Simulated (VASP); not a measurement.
An input for Ansatz (written as the equivalent of a VASP run, and not itself run):

Ansatz 0.2 input:
```yaml
crystal:
  lattice:
    - [4.1500890, 0.0000000, 0.0000000]
    - [0.0000000, 4.1500890, 0.0000000]
    - [0.0000000, 0.0000000, 4.1500890]
  atoms:
    - { symbol: Ba, position: [0.0000000, 0.0000000, 0.0000000] }
    - { symbol: Zr, position: [0.5000000, 0.5000000, 0.5000000] }
    - { symbol: O, position: [0.5000000, 0.0000000, 0.5000000] }
    - { symbol: O, position: [0.0000000, 0.5000000, 0.5000000] }
    - { symbol: O, position: [0.5000000, 0.5000000, 0.0000000] }
kpoints:
  mp_grid: { grid: [5, 5, 5] }
hamiltonian:
  xc: pbe
  pseudopotentials: { kind: paw }
scf:
  occupations: { method: gaussian, width: 0.05 }
  max_iter: 100
output: { forces: true, stress: true, eigenvalues: true }
```

### Question
Write the VASP files for the same calculation (PBE).

### Answer
One answer among several that fit: 
POSCAR:
```
BaZrO3
1.0
  4.1500890217   0.0000000000   0.0000000000
  0.0000000000   4.1500890217   0.0000000000
  0.0000000000   0.0000000000   4.1500890217
Ba Zr O
1 1 3
Cartesian
  0.0000000000   0.0000000000   0.0000000000
  2.0750445109   2.0750445109   2.0750445109
  2.0750445109   0.0000000000   2.0750445109
  0.0000000000   2.0750445109   2.0750445109
  2.0750445109   2.0750445109   0.0000000000
```

**INCAR**
```
ALGO = Normal
EDIFF = 1E-7
ENCUT = 520
GGA = PE
ISIF = 2
ISMEAR = 0
LASPH = .TRUE.
LCHARG = .FALSE.
LMAXMIX = 4
LREAL = .FALSE.
LWAVE = .FALSE.
NELM = 100
PREC = Accurate
SIGMA = 0.05
SYSTEM = BaZrO3
```

**KPOINTS**
```
Automatic mesh
0
Gamma
5 5 5
0 0 0
```

POTCAR, in this order: Ba_sv Zr_sv O (PBE.64 set). Program: vasp_std.

What does not carry over: each code has its own PAW files, so the cut-off isn't converted (ENCUT is set for VASP's; basis.ecutwfc is left out, and Ansatz then takes the one that its files recommend); Ansatz stops its SCF on the density residual and VASP on the energy change (EDIFF).

The compound is BaZrO3 in the cubic perovskite structure. This cell is one point of a volume scan, at 0.94 of the reference volume.
